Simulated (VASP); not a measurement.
A VASP calculation is set up with these files.

INCAR:
```
! general
SYSTEM  = Te
PREC    = Accurate
ENCUT   = 150   ! plane-wave cut-off (eV)
LREAL   = .False.
LASPH   = .True.   ! aspherical one-centre terms

! electronic loop
EDIFF   = 1E-6   ! SCF stop (eV)
NELM    = 100   ! most electronic steps
ALGO    = Normal
LMAXMIX = 4

! smearing
ISMEAR  = 0   ! Gaussian
SIGMA   = 0.05   ! width (eV)

! functional
GGA     = PE   ! PBE

! ions
ISIF    = 2   ! forces and stress, cell fixed

! output
LWAVE   = .False.
LCHARG  = .False.
```

### KPOINTS
```
Automatic mesh
0
Gamma
5 5 4
0 0 0
```

POSCAR:
```
Te
11.9282040
  0.1842742629  -0.3289946248   0.0000000000
  0.1842742629   0.3289946248   0.0000000000
  0.0000000000   0.0000000000   0.5000000000
Te
3
direct
  0.0000000000   0.2630000000   0.6666670000
  0.7370000000   0.7370000000   0.0000000000
  0.2763000000   0.0133000000   0.3333330000
```

POTCAR, in this order: Te (PBE.64 set). Program: vasp_std.

### Question
Translate this PBE calculation to Ansatz.

### Answer
One equivalent input (not run):
Ansatz 0.2 input:
```yaml
crystal:
  lattice:
    - [2.1980610, -3.9243150, 0.0000000]
    - [2.1980610, 3.9243150, 0.0000000]
    - [0.0000000, 0.0000000, 5.9641020]
  atoms:
    - { symbol: Te, position: [0.0000000, 0.2630000, 0.6666670] }
    - { symbol: Te, position: [0.7370000, 0.7370000, 0.0000000] }
    - { symbol: Te, position: [0.2763000, 0.0133000, 0.3333330] }
kpoints:
  mp_grid: { grid: [5, 5, 4] }
hamiltonian:
  xc: pbe
  pseudopotentials: { kind: paw }
scf:
  occupations: { method: gaussian, width: 0.05 }
  max_iter: 100
output: { forces: true, stress: true, eigenvalues: true }
```
The two are equivalent in intent, not identical: each code has its own PAW files, so the cut-off isn't converted (ENCUT is set for VASP's; basis.ecutwfc is left out, and Ansatz then takes the one that its files recommend); Ansatz stops its SCF on the density residual and VASP on the energy change (EDIFF).

The compound is Te in the trig structure. The cell was not relaxed at this level, atoms are displaced from their ideal sites. The run is one of a series of settings (ENCUT = 150 against the base run), some of them coarse on purpose.
